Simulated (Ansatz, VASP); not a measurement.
## Sn13Ge3Se16 (Sn0.8Ge0.2Se, orthorhombic GeSe-type) in two plane-wave programs

Wanted: the spread between two codes on one cell, functional and k mesh. The cell is invented: As first built, before any earlier steps moved the atoms (in the runner's words): 1x2x2 conventional cells of the SnSe type (32 atoms: 3 Ge, 16 Se, 13 Sn); Sn/Ge share their sites, the best of 600 random draws by like-pair counts in two shells; start lattice by linear mixing of the end members' cells; atoms moved at random by 0.02 A. It may not be a known or stable phase. The structure shown is the start of the Ansatz relaxation below; VASP solves that cell, so the two are compared at the walk's first step.

Program: Ansatz 0.2.0. Level of theory: plane waves, with VASP 6.6.1 beside it; single point at PBE. Results are calculated unless marked as measured.

### 1. The structure

The cell holds 32 atoms: 3 Ge, 16 Se and 13 Sn. Its edges and angles: a = 11.645 Å, b = 8.301 Å, c = 9.116 Å, α = 90.0°, β = 89.5°, γ = 89.9°. It derives from SnSe (SnSe type, space group 62), repeated 1×2×2. As first built, before any earlier steps moved the atoms (in the runner's words): 1x2x2 conventional cells of the SnSe type (32 atoms: 3 Ge, 16 Se, 13 Sn); Sn/Ge share their sites, the best of 600 random draws by like-pair counts in two shells; start lattice by linear mixing of the end members' cells; atoms moved at random by 0.02 A.

### 2. Ansatz: relaxation, PBE

Ansatz runs on its default PAW (the set named soft_2) files.

The two programs are compared at the cell with which this relaxation starts, whose forces are those of its first step.

File input.yaml:

```yaml
crystal:
  lattice:
    - [11.6445, 0.01437, 0.04899]
    - [0.0105, 8.30088, 0.00274]
    - [0.03855, 0.00295, 9.11622]
  atoms:
    - { symbol: Ge, position: [0.13308, 0.12703, 0.57056] }
    - { symbol: Ge, position: [0.86883, 0.87228, 0.43002] }
    - { symbol: Ge, position: [0.86948, 0.87404, 0.9289] }
    - { symbol: Se, position: [0.85762, 0.11281, 0.24258] }
    - { symbol: Se, position: [0.64761, 0.37384, 0.48802] }
    - { symbol: Se, position: [0.35493, 0.12527, 0.01496] }
    - { symbol: Se, position: [0.14178, 0.37643, 0.26573] }
    - { symbol: Se, position: [0.85848, 0.11364, 0.7404] }
    - { symbol: Se, position: [0.64759, 0.37403, 0.988] }
    - { symbol: Se, position: [0.35148, 0.12583, 0.51518] }
    - { symbol: Se, position: [0.14458, 0.36715, 0.75717] }
    - { symbol: Se, position: [0.8574, 0.6317, 0.24273] }
    - { symbol: Se, position: [0.64993, 0.87405, 0.48423] }
    - { symbol: Se, position: [0.35286, 0.62625, 0.01254] }
    - { symbol: Se, position: [0.14116, 0.87623, 0.26902] }
    - { symbol: Se, position: [0.85806, 0.63382, 0.74221] }
    - { symbol: Se, position: [0.65126, 0.87422, 0.98469] }
    - { symbol: Se, position: [0.35544, 0.62572, 0.51409] }
    - { symbol: Se, position: [0.14456, 0.88732, 0.75821] }
    - { symbol: Sn, position: [0.11617, 0.1244, 0.06087] }
    - { symbol: Sn, position: [0.37799, 0.37577, 0.30877] }
    - { symbol: Sn, position: [0.62169, 0.12305, 0.19206] }
    - { symbol: Sn, position: [0.88517, 0.37024, 0.44191] }
    - { symbol: Sn, position: [0.38001, 0.37504, 0.80923] }
    - { symbol: Sn, position: [0.62306, 0.12307, 0.69274] }
    - { symbol: Sn, position: [0.88377, 0.37307, 0.93936] }
    - { symbol: Sn, position: [0.11505, 0.62862, 0.06373] }
    - { symbol: Sn, position: [0.37696, 0.87574, 0.30733] }
    - { symbol: Sn, position: [0.62203, 0.625, 0.19191] }
    - { symbol: Sn, position: [0.11725, 0.62954, 0.55693] }
    - { symbol: Sn, position: [0.37961, 0.87661, 0.80727] }
    - { symbol: Sn, position: [0.62166, 0.62498, 0.69101] }
kpoints:
  mp_grid: { grid: [3, 4, 4], shift: [0.0, 0.5, 0.5] }
hamiltonian:
  xc: pbe
scf:
  occupations: { method: methfessel_paxton, width: 0.15 }
output:
  forces: true
  stress: true
relax:
  f_tol: 0.02
  max_steps: 20
  cell: { stress_tol: 0.1 }
```

On the command line:

```
$ ansatz run input.yaml --threads 8 --pin off --max-ram 15360MiB --backend cpu --events-out ev --progress --plain --runs-dir out
```

Numbers of over 12 decimals in the logs are rounded to 6 here.

The log of the run:

```text
The last accepted step is kept in <dir> (removed where the run ends without a failure and the disk answers)
Engine: ansatz 0.2.0, x86_64-unknown-linux-gnu
Pseudopotentials: kind: paw
Pseudopotential: Ge, paw, valence charge 14, recommended cutoff 420 eV (normal), Ge.paw.azcp
Pseudopotential: Se, paw, valence charge 16, recommended cutoff 420 eV (normal), Se.paw.azcp
Pseudopotential: Sn, paw, valence charge 14, recommended cutoff 420 eV (normal), Sn.paw.azcp
Functional definition: PBE
  parameter kappa = 0.804
  parameter beta = 0.066725
  exchange = pbe_x(kappa = kappa, mu = beta*pi^2/3)
  correlation = pbe_c(beta = beta)
Crystal: 32 atoms, lattice volume = 881.153 Å³
Basis set: ecut = 420 eV, 17231 PW (Γ), exchange–correlation on 160×120×128 points (8 copies of the dense FFT grid, shifted against one another)
Bands: 288, of which v1, the nominal top of the filled ones, is band 240 counted from 1 (239 counted from 0)
Symmetry: 1 space group operations
Space group: P1 (ITA 1), of the structure as read, at distance tolerance 9.6e-5 Å
k-points: 24 of 48 (time reversal used)
Non-local potential: Ge, projectors of the file, l = 0: 2, l = 1: 2, l = 2: 3, l = 3: 1
Non-local potential: Se, projectors of the file, l = 0: 2, l = 1: 2, l = 2: 3, l = 3: 1
Non-local potential: Sn, projectors of the file, l = 0: 2, l = 1: 2, l = 2: 2, l = 3: 2
PAW form: soft (Blöchl's): semilocal exchange-correlation on the pseudo side does not see the compensation charge
PAW one-centre angular grid: Ge, 590 points (default); XC on 64 Gauss nodes
PAW one-centre angular grid: Se, 590 points (default); XC on 64 Gauss nodes
PAW one-centre angular grid: Sn, 590 points (default); XC on 64 Gauss nodes
Initial density: superposition of atomic densities (neutral atoms: chi_scale 0, normalization atom), corrected by the library's trained network
Initial wavefunctions: pseudopotential atomic-orbital guess
Functional: x = pbe(κ = 0.804, μ = 0.219515), c = pbe(β = 0.066725)
SCF iter   1: F=—  HF=-178717.611375 eV  |F-HF|=—  |Δ(HF+E_count)|=         —  Δρ=1.44e-3  dr2=3.40e-2  ethr=1.77e-3  ⟨swp⟩=6.0  Hψ=25217  notcnv=0
preconditioner: auto → Resta (q_TF=auto, 2.466 Å⁻¹)  ε∞=2.8  [insulator: Δε(μ)=0.937 eV  Ē_g=15.797 eV  σ=0.150 eV  W_gap=1.00  n_scr=232 (ndim 8)  ℏωp=21.3 eV  f_vac=0.005  D(μ)=-0.00/eV (n_scr^D=0)  ε∞_Penn≈2.8]
SCF iter   2: F=—  HF=-178717.599114 eV  |F-HF|=—  |Δ(HF+E_count)|=   1.23e-2  S|Δr|=    0.00e0  Δρ=6.84e-4  dr2=4.73e-3  ethr=7.09e-6  ⟨swp⟩=2.0  Hψ=11448  notcnv=0  defer=1
SCF iter   3: F=—  HF=-178717.600095 eV  |F-HF|=—  |Δ(HF+E_count)|=   9.80e-4  S|Δr|=    0.00e0  Δρ=2.58e-4  dr2=5.16e-4  ethr=9.86e-7  ⟨swp⟩=2.2  Hψ=10911  notcnv=0  defer=1
SCF iter   4: F=—  HF=-178717.600330 eV  |F-HF|=—  |Δ(HF+E_count)|=   2.35e-4  S|Δr|=    0.00e0  Δρ=9.74e-5  dr2=7.88e-5  ethr=1.07e-7  ⟨swp⟩=2.0  Hψ=11176  notcnv=0  defer=1
SCF iter   5: F=—  HF=-178717.600490 eV  |F-HF|=—  |Δ(HF+E_count)|=   1.60e-4  S|Δr|=    0.00e0  Δρ=2.16e-5  dr2=4.23e-6  ethr=1.64e-8  ⟨swp⟩=2.0  Hψ=9808  notcnv=0  defer=1
SCF iter   6: F=—  HF=-178717.600492 eV  |F-HF|=—  |Δ(HF+E_count)|=   1.74e-6  S|Δr|=    0.00e0  Δρ=8.43e-6  dr2=6.13e-7  ethr=8.81e-10  ⟨swp⟩=2.0  Hψ=11176  notcnv=0  defer=1
SCF iter   7: F=-178717.600492 eV  HF=-178717.600492 eV  |F-HF|=1.80e-8  |Δ(HF+E_count)|=   6.13e-7  S|Δr|=    0.00e0  Δρ=2.52e-6  dr2=5.17e-8  ethr=2.08e-11  ⟨swp⟩=4.0  Hψ=23136  notcnv=0
SCF 1 converged in 7 iterations: F = -178717.600492 eV  dr2 = 5.17e-8
  greatest PAW one-centre occupation: 1.000 electrons in one spin orbital (limit 2), on the Se atom at site 18 (counted from 0), in its partial waves of l = 2
relax step   1: F+E_penalty+E_count = -178717.60049231 eV  Δ(F+E_penalty+E_count) = +0.000e0 eV  max|allowed force component| = 2.224e-2 eV/Å  Δτ_max = 0.0000 Å  P = +0.077 GPa  Ω = 881.153 Å³  (7 SCF iters, dr2 threshold 1.00e-7 eV, accepted)
[...]
relax step   3: F+E_penalty+E_count = -178717.60553712 eV  Δ(F+E_penalty+E_count) = -2.680e-3 eV  max|allowed force component| = 1.162e-2 eV/Å  Δτ_max = 0.0128 Å  P = -0.024 GPa  Ω = 887.144 Å³  energy of the carried Pulay correction = -8.635e-4 eV  (6 SCF iters, dr2 threshold 7.12e-8 eV, accepted)
[...]
relax step   4: F+E_penalty+E_count = -178717.60638975 eV  Δ(F+E_penalty+E_count) = -8.526e-4 eV  max|allowed force component| = 1.166e-2 eV/Å  Δτ_max = 0.0000 Å  P = -0.024 GPa  Ω = 887.144 Å³  stress off target by 5.49e-2 GPa  SCF on the basis re-selected at this cell (its energy is not comparable with the rows above)  (5 SCF iters)
basis re-selected at this cell: Δ(F+E_penalty+E_count) = -8.526e-4 eV, ΔP = -0.000 GPa vs the last step (what re-selecting the basis moved, of the pressure what is left beyond the Pulay correction that the steps carried, after the strain that the cell walked since its last selection, with what the two solves' SCF thresholds leave and, on support functions, any second-order correction that the steps lacked; it is no m [...]
SCF converged after 5 iterations
Stability not checked: this state was not tested for a lower state beside it, because cold or Methfessel-Paxton smearing, or corrected tetrahedra, fill the levels in a way that the test cannot read (fill_not_monotonic; see scf.lower_state_search)
Free energy (F): -178717.606390 eV
Harris-Foulkes:  -178717.606390 eV  (|F-HF|=5.53e-10)
Internal energy: -178717.606398 eV  (E = F + TS)
E sigma→0 (E₀):  -178717.606392 eV
Entropy (-TS):   0.000008 eV (0.000 meV/atom)
Fermi energy:    8.391058 eV
Step filling:    the computed levels leave a gap of 0.9564 eV = 6.4 smearing widths at the electron count; against every level under it full and every level over it empty, smearing changes F+E_penalty+E_count by +3.78e-4 meV and its σ→0 estimate by -1.68e-3 meV
--- Per-component energies (eV) ---
  E_band       = -8048.751842
  E_kinetic    = 4621.343282
  E_local      = -59552.237863  (includes V_loc(G=0)·N_el)
  E_nonlocal   = -8715.495062
  E_hartree    = 30287.923662
  E_xc         = -6868.396756
  E_vxc        = -3008.822660  (∫ρ·V_xc dr)
  E_paw        = -90362.202517  (= ΣΔE_a)
  E_vpaw       = -1969.379742  (= ΣTr[D̂ρ^β])
  E_aug_tail   = -0.008549  (compensation charges beyond the density's cutoff)
  E_ewald      = -48128.532595
  E_smearing   = 0.000008  (= −TS)
  E_closure    = 0.000000  (closes the sum)
  Σ components = -178717.606390   (vs F -178717.606390, Δ=0.00e0)
--- Forces (eV/Å), atoms counted from 1 ---
  atom   1  Ge     0.00549711     0.00007697    -0.00018104
  atom   2  Ge    -0.00765823    -0.00236501     0.00275728
  atom   3  Ge    -0.00312995     0.00052336     0.00057292
  atom   4  Se    -0.00415570    -0.00048914    -0.00152718
  atom   5  Se     0.00868434     0.00149121     0.00332522
  atom   6  Se    -0.00813426     0.00242282    -0.00177270
  atom   7  Se     0.00544814    -0.00144496    -0.00303572
  atom   8  Se     0.00479452    -0.00207099     0.00035053
  atom   9  Se     0.00443692     0.00161178     0.00242620
  atom  10  Se    -0.00557497     0.00252828     0.00161012
  atom  11  Se     0.00518052     0.00135587     0.00009848
  atom  12  Se    -0.00433940    -0.00011015     0.00075899
  atom  13  Se     0.00530119    -0.00102510    -0.00203679
  atom  14  Se    -0.00871309    -0.00202681    -0.00195815
  atom  15  Se     0.00055353     0.00355139    -0.00248289
  atom  16  Se    -0.00515174     0.00018282    -0.00156531
  atom  17  Se     0.00324766    -0.00145792     0.00000377
  atom  18  Se    -0.00728360    -0.00323452    -0.00282473
  atom  19  Se    -0.00292321    -0.00057849    -0.00200101
  atom  20  Sn     0.00887734     0.00120672     0.00145256
  atom  21  Sn    -0.00631526     0.00123141     0.00163967
  atom  22  Sn     0.00854906     0.00194830    -0.00017022
  atom  23  Sn    -0.01166074     0.00070228    -0.00212748
  atom  24  Sn    -0.00712570    -0.00117300     0.00261535
  atom  25  Sn     0.00033600     0.00309403    -0.00479085
  atom  26  Sn    -0.00821397    -0.00164510     0.00095189
  atom  27  Sn     0.00976156    -0.00053214    -0.00018414
  atom  28  Sn    -0.00158127    -0.00292966     0.00319333
  atom  29  Sn     0.00816077    -0.00089843    -0.00146865
  atom  30  Sn     0.00842311     0.00144186     0.00229087
  atom  31  Sn    -0.00220697     0.00005518     0.00553328
  atom  32  Sn     0.00691600    -0.00144281    -0.00145331
  max |Σ_I F_I| component: 3.12e-7 eV/Å
--- Stress (GPa, compression-positive) ---
       -0.054656       0.000265      -0.003849
        0.000265      -0.020541       0.001486
       -0.003849       0.001486       0.003477
  P = ⅓ Tr σ = -0.0239 GPa (-0.239 kbar)
--- Relaxed structure (3 steps of the walk, 3 accepted, 1 SCFs on fresh bases) ---
  F+E_penalty+E_count = -178717.60638975 eV   max|allowed force component| = 1.166e-2 eV/Å   (the final SCF, on the basis selected at the relaxed cell)
  cell:  # Å, volume = 887.1442 Å³
    - [11.707157, 0.024306, 0.045586]
    - [0.017652, 8.294734, 0.00148194]
    - [0.036014, 0.00159612, 9.135849]
  atoms:
    - { symbol: Ge, position: [0.134489, 0.127226, 0.568883] }
    - { symbol: Ge, position: [0.867714, 0.872006, 0.431613] }
    - { symbol: Ge, position: [0.868213, 0.873998, 0.930298] }
    - { symbol: Se, position: [0.856786, 0.112675, 0.244518] }
    - { symbol: Se, position: [0.648805, 0.373789, 0.489356] }
    - { symbol: Se, position: [0.354212, 0.125076, 0.013450] }
    - { symbol: Se, position: [0.142303, 0.376680, 0.264117] }
    - { symbol: Se, position: [0.857102, 0.113469, 0.742224] }
    - { symbol: Se, position: [0.648682, 0.374158, 0.989334] }
    - { symbol: Se, position: [0.351504, 0.125728, 0.513593] }
    - { symbol: Se, position: [0.145365, 0.367297, 0.755322] }
    - { symbol: Se, position: [0.856580, 0.631330, 0.244717] }
    - { symbol: Se, position: [0.650177, 0.874234, 0.485481] }
    - { symbol: Se, position: [0.351807, 0.626178, 0.011332] }
    - { symbol: Se, position: [0.142161, 0.876177, 0.267518] }
    - { symbol: Se, position: [0.857389, 0.633779, 0.743974] }
    - { symbol: Se, position: [0.651408, 0.874259, 0.986105] }
    - { symbol: Se, position: [0.354512, 0.625744, 0.512395] }
    - { symbol: Se, position: [0.145994, 0.887712, 0.756335] }
    - { symbol: Sn, position: [0.116809, 0.124480, 0.059928] }
    - { symbol: Sn, position: [0.377161, 0.375765, 0.307620] }
    - { symbol: Sn, position: [0.622322, 0.123510, 0.192959] }
    - { symbol: Sn, position: [0.884960, 0.369993, 0.443465] }
    - { symbol: Sn, position: [0.379239, 0.375026, 0.808521] }
    - { symbol: Sn, position: [0.623316, 0.123477, 0.693599] }
    - { symbol: Sn, position: [0.883338, 0.372820, 0.940229] }
    - { symbol: Sn, position: [0.115447, 0.628818, 0.062614] }
    - { symbol: Sn, position: [0.376470, 0.875340, 0.306014] }
    - { symbol: Sn, position: [0.622708, 0.624949, 0.192796] }
    - { symbol: Sn, position: [0.117722, 0.629961, 0.555782] }
    - { symbol: Sn, position: [0.379395, 0.876153, 0.806518] }
    - { symbol: Sn, position: [0.622462, 0.624985, 0.691749] }
```

[end of part 1 of 2]

[Lines on the potential files, build, host, timing and source positions are cut from VASP's logs without a mark.]

[Logs are printed without paths, hosts, clocks, repeated set-up lines and the standing remarks that a program may print on its own settings, such as how far it seeks lower states.]

[Hosts, paths, dates, database ids (printed as entryN), source tags and the programs' standing remarks are cut or masked in the printed files.]
